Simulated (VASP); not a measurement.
Here is the system:

```
Ir
1.0
    4.33979     0.00000     0.00000
   -2.16989     3.75836     0.00000
    0.00000     0.00000     2.66883
Ir
3
Direct
  0.00000   0.00000   0.00000
  0.33333   0.66667   0.50000
  0.66667   0.33333   0.50000
```

Method: PBEsol GGA, VASP's PBE PAW potentials (set 64) (plane waves; VASP). Settings: 400 eV cut-off, Gaussian smearing of 0.050 eV, potentials Ir.

Task: Give the energies of bands 3 to 16 at the high-symmetry points, in eV from the Fermi level.

Result: 
| band | Γ | M | K | A | L | H |
|---|---|---|---|---|---|---|
| 3 | -4.90 | -7.63 | -7.62 | -6.89 | -6.33 | -6.17 |
| 4 | -4.60 | -5.46 | -5.35 | -6.52 | -6.18 | -5.85 |
| 5 | -4.60 | -5.44 | -5.35 | -6.52 | -5.53 | -5.12 |
| 6 | -4.59 | -5.39 | -4.91 | -4.77 | -4.23 | -5.12 |
| 7 | -4.59 | -4.24 | -3.49 | -3.21 | -4.01 | -4.15 |
| 8 | -4.11 | -3.84 | -2.97 | -3.21 | -3.13 | -4.15 |
| 9 | -3.09 | -3.26 | -2.97 | -2.95 | -2.92 | -2.87 |
| 10 | -3.09 | -1.77 | -2.45 | -2.95 | -2.10 | -2.87 |
| 11 | -2.04 | -1.77 | -2.42 | 0.05 | -1.74 | -1.72 |
| 12 | -2.04 | -0.56 | -2.42 | 0.05 | -0.52 | 0.47 |
| 13 | -2.00 | -0.32 | -0.37 | 0.63 | 0.32 | 1.13 |
| 14 | -2.00 | 0.25 | -0.37 | 0.63 | 0.70 | 1.18 |
| 15 | 1.20 | 0.25 | 0.45 | 2.20 | 1.70 | 1.65 |
| 16 | 1.20 | 0.34 | 0.45 | 2.88 | 2.02 | 1.65 |

It has no gap at this level: it comes out as a metal or semimetal.

The structure was generated: Ir was put into the omega type (P6/mmm), which need not be its known phase. It was relaxed first. VASP warned that the highest band is occupied, so more bands are needed.
